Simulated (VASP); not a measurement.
Crystal: LiSe.

```
CELL_PARAMETERS angstrom
3.06457 0.00000 0.00000
0.00000 3.06457 0.00000
0.00000 0.00000 3.78625
ATOMIC_POSITIONS crystal
Li 0.50000 0.50000 0.00000
Se 0.00000 0.00000 0.50000
```

The cell was built by a generator and needn't be a form met in nature.

| Quantity | Value |
| --- | --- |
| Program | VASP 6.6.1 |
| Task | single point |
| Functional | PBE |
| Potentials or basis | VASP PAW PBE potentials, release 64 (Li_sv, Se) |
| Cutoff | 520 eV |
| k mesh | 9 × 9 × 7 |
| Occupations | fermi-dirac, width 0.05 eV |
| Spin | no spin polarisation |

On this cell: largest force under 0.003 eV/Å; band gap on the k mesh none (metal or under the smearing width).

The same run follows on a disturbed copy (atoms moved at random, drawn with an rms of 0.05 Å):

```
CELL_PARAMETERS angstrom
3.06457 0.00000 0.00000
0.00000 3.06457 0.00000
0.00000 0.00000 3.78625
ATOMIC_POSITIONS crystal
Li 0.49539 0.49438 0.99697
Se 0.00641 0.00442 0.50093
```

Problem. What changes?

Solution. The energy (extrapolated to zero smearing) moves by +0.2 meV/atom; largest force 0.021 eV/Å; band gap on the k mesh none (metal or under the smearing width).

Forces on the atoms (eV/Å):
```
Li   0.012  0.011  0.013
Se  -0.012 -0.011 -0.013
```
